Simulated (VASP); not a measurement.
These are PBE GGA with D4 dispersion, VASP's PBE PAW potentials (set 64) (plane waves; VASP) values and carry that method's errors.

Input for VASP

### INCAR
```
# general
SYSTEM=C
PREC  =Accurate
ENCUT =520
LREAL =.FALSE.
LASPH =.TRUE.

# electronic loop
EDIFF =1E-7
NELM  =100
ALGO  =Normal

# smearing
ISMEAR=0
SIGMA =0.05

# functional
GGA   =PE
IVDW  =13

# ions
ISIF  =2

# output
LWAVE =.FALSE.
LCHARG=.FALSE.
```

File KPOINTS:
```
Automatic mesh
0
Gamma
13 13 13
0 0 0
```

File POSCAR:
```
C
1.0
  0.0000000000   1.7615449939   1.7615449939
  1.7615449939   0.0000000000   1.7615449939
  1.7615449939   1.7615449939   0.0000000000
C
2
Direct
  0.0000000000   0.0000000000   0.0000000000
  0.2500000000   0.2500000000   0.2500000000
```

POTCAR, in this order: C (PBE.64 set). Program: vasp_std.

What VASP printed:

**OSZICAR**
```
       N       E                     dE             d eps       ncg     rms          rms(c)
DAV:   1    -0.740578282106E+00   -0.74058E+00   -0.53095E+03  1384   0.100E+03
DAV:   2    -0.187636975613E+02   -0.18023E+02   -0.17216E+02  2056   0.112E+02
DAV:   3    -0.188692159229E+02   -0.10552E+00   -0.10552E+00  1512   0.112E+01
DAV:   4    -0.188693397380E+02   -0.12382E-03   -0.12382E-03  1872   0.398E-01
DAV:   5    -0.188693397972E+02   -0.59209E-07   -0.59209E-07  1456   0.623E-03    0.583E+00
DAV:   6    -0.183348186591E+02    0.53452E+00   -0.40791E-01  1392   0.516E+00    0.351E+00
DAV:   7    -0.181551253864E+02    0.17969E+00   -0.44660E-01  1584   0.550E+00    0.826E-01
DAV:   8    -0.181564480798E+02   -0.13227E-02   -0.18175E-03  1392   0.501E-01    0.487E-02
DAV:   9    -0.181564600285E+02   -0.11949E-04   -0.13352E-04  1944   0.103E-01    0.277E-02
DAV:  10    -0.181564725028E+02   -0.12474E-04   -0.12897E-05  1392   0.426E-02    0.669E-03
DAV:  11    -0.181564723491E+02    0.15373E-06   -0.36515E-08  1784   0.217E-03    0.134E-03
DAV:  12    -0.181564723415E+02    0.75185E-08   -0.98784E-09   688   0.129E-03
   1 F= -.18596773E+02 E0= -.18596773E+02  d E =-.746547E-13
```

OUTCAR:
```
------------------------ aborting loop because EDIFF is reached ----------------------------------------
  Edisp (eV):   -0.44030
  FORCE on cell =-STRESS in cart. coord.  units (eV):
  Direction    XX          YY          ZZ          XY          YZ          ZX
  --------------------------------------------------------------------------------------
  Total       0.97886     0.97886     0.97886    -0.00000    -0.00000    -0.00000
  in kB     143.45694   143.45694   143.45694    -0.00000    -0.00000    -0.00000
  external pressure =      143.46 kB  Pullay stress =        0.00 kB
  volume of cell :       10.93
      direct lattice vectors                 reciprocal lattice vectors
     0.000000000  1.761544994  1.761544994    -0.283841742  0.283841742  0.283841742
     1.761544994  0.000000000  1.761544994     0.283841742 -0.283841742  0.283841742
     1.761544994  1.761544994  0.000000000     0.283841742  0.283841742 -0.283841742
 POSITION                                       TOTAL-FORCE (eV/Angst)
 -----------------------------------------------------------------------------------
      0.00000      0.00000      0.00000        -0.000000     -0.000000     -0.000000
      0.88077      0.88077      0.88077         0.000000      0.000000      0.000000
 -----------------------------------------------------------------------------------
    total drift:                                0.000000      0.000000      0.000000
  FREE ENERGIE OF THE ION-ELECTRON SYSTEM (eV)
  ---------------------------------------------------
  free  energy   TOTEN  =       -18.5967725883 eV

  energy  without entropy=      -18.5967725883  energy(sigma->0) =      -18.59677259
```
(Selected blocks of OUTCAR.)

The compound is C in the diamond structure. This cell is one point of a volume scan, at 0.97 of the reference volume.
